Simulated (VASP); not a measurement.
Computed with optB88-vdW, VASP's PBE PAW potentials (set 64) (plane waves; VASP).

VASP input:

**KPOINTS**
```
Automatic mesh
0
Gamma
14 14 14
0 0 0
```

POSCAR:
```
HfC
3.3510940
  0.0000000000   0.7071068209   0.7071068209
  0.7071068209   0.0000000000   0.7071068209
  0.7071068209   0.7071068209   0.0000000000
Hf C
1 1
Cart
  0.0000000000   0.0000000000   0.0000000000
  0.7071068209   0.7071068209   0.7071068209
```

### INCAR
```
! general
SYSTEM   = HfC
PREC     = Accurate
ENCUT    = 520   ! plane-wave cut-off (eV)
LREAL    = .False.   ! projection in real space or not
LASPH    = .True.   ! aspherical one-centre terms

! electronic loop
EDIFF    = 1E-7
NELM     = 100   ! most electronic steps
ALGO     = Normal   ! blocked Davidson
LMAXMIX  = 6   ! l cut-off of mixed one-centre charges

! smearing
ISMEAR   = 1   ! Methfessel-Paxton
SIGMA    = 0.1   ! width (eV)

! functional
GGA      = BO
LUSE_VDW = .True.
AGGAC    = 0.0
PARAM1   = 0.1833333333
PARAM2   = 0.22

! ions
ISIF     = 2   ! forces and stress, cell fixed

! output
LWAVE    = .False.
LCHARG   = .False.
```

POTCAR, in this order: Hf_pv C (PBE.64 set). Program: vasp_std.

Output of the run:

OSZICAR:
```
       N       E                     dE             d eps       ncg     rms          rms(c)
DAV:   1     0.274074878416E+02    0.27407E+02   -0.77909E+03  2288   0.120E+03
DAV:   2    -0.190219445835E+02   -0.46429E+02   -0.43695E+02  2957   0.214E+02
DAV:   3    -0.209138303907E+02   -0.18919E+01   -0.18665E+01  2989   0.338E+01
DAV:   4    -0.209317656544E+02   -0.17935E-01   -0.17919E-01  2814   0.341E+00
DAV:   5    -0.209320361012E+02   -0.27045E-03   -0.27041E-03  3082   0.337E-01    0.508E+01
DAV:   6    -0.174964058739E+02    0.34356E+01   -0.24901E+01  2600   0.246E+01    0.376E+01
DAV:   7    -0.173941299570E+02    0.10228E+00   -0.92430E-01  2695   0.682E+00    0.254E+01
DAV:   8    -0.173925047726E+02    0.16252E-02   -0.11098E-01  2564   0.318E+00    0.866E+00
DAV:   9    -0.173807776941E+02    0.11727E-01   -0.53139E-02  2615   0.138E+00    0.183E+00
DAV:  10    -0.173806972856E+02    0.80408E-04   -0.10357E-03  2709   0.281E-01    0.626E-01
DAV:  11    -0.173807023825E+02   -0.50970E-05   -0.38259E-04  2698   0.140E-01    0.435E-02
DAV:  12    -0.173807006080E+02    0.17745E-05   -0.21218E-05  2705   0.372E-02    0.963E-02
DAV:  13    -0.173806997974E+02    0.81059E-06   -0.10668E-06  2789   0.109E-02    0.326E-03
DAV:  14    -0.173806997920E+02    0.54447E-08   -0.31564E-08  1474   0.197E-03
   1 F= -.17380700E+02 E0= -.17380630E+02  d E =-.208549E-03
```

OUTCAR:
```
------------------------ aborting loop because EDIFF is reached ----------------------------------------
  FORCE on cell =-STRESS in cart. coord.  units (eV):
  Direction    XX          YY          ZZ          XY          YZ          ZX
  --------------------------------------------------------------------------------------
  Total       -2.0934537     -2.0934537     -2.0934537     -0.0000000     -0.0000000      0.0000000
  in kB     -126.0459938   -126.0459938   -126.0459938     -0.0000000     -0.0000000      0.0000000
  external PRESSURE =    -126.0459938 kB  Pullay stress =       0.0000000 kB
  volume of cell :       26.61
      direct lattice vectors                 reciprocal lattice vectors
     0.000000000  2.369581425  2.369581425    -0.211007731  0.211007731  0.211007731
     2.369581425  0.000000000  2.369581425     0.211007731 -0.211007731  0.211007731
     2.369581425  2.369581425  0.000000000     0.211007731  0.211007731 -0.211007731
 POSITION                                       TOTAL-FORCE (eV/Angst)
 -----------------------------------------------------------------------------------
      0.00000      0.00000      0.00000        -0.000000     -0.000000     -0.000000
      2.36958      2.36958      2.36958         0.000000      0.000000      0.000000
 -----------------------------------------------------------------------------------
    total drift:                                0.000000      0.000000      0.000000
  FREE ENERGIE OF THE ION-ELECTRON SYSTEM (eV)
  ---------------------------------------------------
  free  energy   TOTEN  =       -17.3806997920 eV

  energy  without entropy=      -17.3804912433  energy(sigma->0) =      -17.38063028
```
(Selected blocks of OUTCAR.)

File OUTCAR:
```
 val. band max:        5.3905180851   @ k =   0.2143   0.2143   0.0000

 cond. band min:       5.4365472129   @ k =   0.4286   0.3571   0.0000


 Fermi energy:         5.4134706158

 k-point     1 :       0.0000    0.0000    0.0000
  band No.  band energies     occupation
      1     -24.5297      2.00000
      2     -24.5297      2.00000
      3     -24.5297      2.00000
      4      -6.5121      2.00000
      5       6.3931     -0.00000
      6       6.3931     -0.00000
      7       6.3931     -0.00000
      8       6.7861     -0.00000
      9       6.7861     -0.00000
     10       6.7861     -0.00000
     11       8.6192      0.00000

 k-point     2 :       0.0714    0.0000    0.0000
  band No.  band energies     occupation
      1     -24.5575      2.00000
      2     -24.5325      2.00000
      3     -24.5325      2.00000
      4      -6.3955      2.00000
      5       5.5559     -0.06169
      6       5.8119     -0.00000
      7       5.8119     -0.00000
      8       7.0262     -0.00000
      9       7.0262     -0.00000
     10       7.3097     -0.00000
     11       9.2048      0.00000

 k-point     3 :       0.1429    0.0000    0.0000
  band No.  band energies     occupation
      1     -24.6345      2.00000
      2     -24.5403      2.00000
      3     -24.5403      2.00000
      4      -6.0572      2.00000
      5       4.3726      2.00000
      6       4.9475      2.00000
      7       4.9475      2.00000
      8       7.4110     -0.00000
      9       7.4110     -0.00000
     10       7.7295      0.00000
     11      10.4018      0.00000

 k-point     4 :       0.2143    0.0000    0.0000
  band No.  band energies     occupation
      1     -24.7435      2.00000
      2     -24.5516      2.00000
      3     -24.5516      2.00000
      4      -5.5295      2.00000
      5       3.1408      2.00000
      6       4.1540      2.00000
      7       4.1540      2.00000
      8       7.9669      0.00000
      9       7.9669      0.00000
...
```

Unless said otherwise, spin-orbit coupling is left out, though it shifts the bands of the heavy elements here.

The compound is HfC in the rock salt structure. This cell is one point of a volume scan, at 1.06 of the reference volume.
